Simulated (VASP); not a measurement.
OSZICAR of a VASP run on TiB2 (AlB2 type):

**OSZICAR**
```
       N       E                     dE             d eps       ncg     rms          rms(c)
DAV:   1     0.141077026794E+03    0.14108E+03   -0.10452E+04  2964   0.183E+03
DAV:   2    -0.200047158723E+02   -0.16108E+03   -0.15705E+03  2999   0.426E+02
DAV:   3    -0.304150717784E+02   -0.10410E+02   -0.10209E+02  4372   0.100E+02
DAV:   4    -0.307900817451E+02   -0.37501E+00   -0.37328E+00  3743   0.173E+01
DAV:   5    -0.308000705920E+02   -0.99888E-02   -0.99885E-02  4382   0.250E+00    0.195E+01
DAV:   6    -0.256338209777E+02    0.51662E+01   -0.23853E+01  3872   0.622E+01    0.459E+00
DAV:   7    -0.256873936540E+02   -0.53573E-01   -0.13315E+00  3212   0.136E+01    0.396E+00
DAV:   8    -0.257012295843E+02   -0.13836E-01   -0.14562E-01  4528   0.336E+00    0.593E-01
DAV:   9    -0.256963762721E+02    0.48533E-02   -0.37087E-02  3837   0.250E+00    0.221E-01
DAV:  10    -0.256961155513E+02    0.26072E-03   -0.45782E-03  3682   0.103E+00    0.136E-01
DAV:  11    -0.256959966147E+02    0.11894E-03   -0.24832E-04  3683   0.198E-01    0.531E-02
DAV:  12    -0.256959869500E+02    0.96648E-05   -0.83375E-05  3810   0.121E-01    0.949E-03
DAV:  13    -0.256959863739E+02    0.57613E-06   -0.94807E-06  3537   0.431E-02
   1 F= -.22761514E+02 E0= -.22761404E+02  d E =-.227615E+02
```

Task: Which electronic solver shows in the log?

Result: It is blocked Davidson (ALGO = Normal, or the opening steps of other solvers). The INCAR had ALGO = Normal.

Task: Can the final energy be trusted as converged?

Result: The calculation finished and met its thresholds. It stopped with EDIFF = 1E-6, NELM = 100, NSW = 40 and EDIFFG = -0.02 after 1 ionic step (PBEsol GGA, plane waves, VASP's PBE PAW potentials (set 64)).

The compound is TiB2 in the AlB2 type structure. It was relaxed first under an external pressure of 20 GPa.
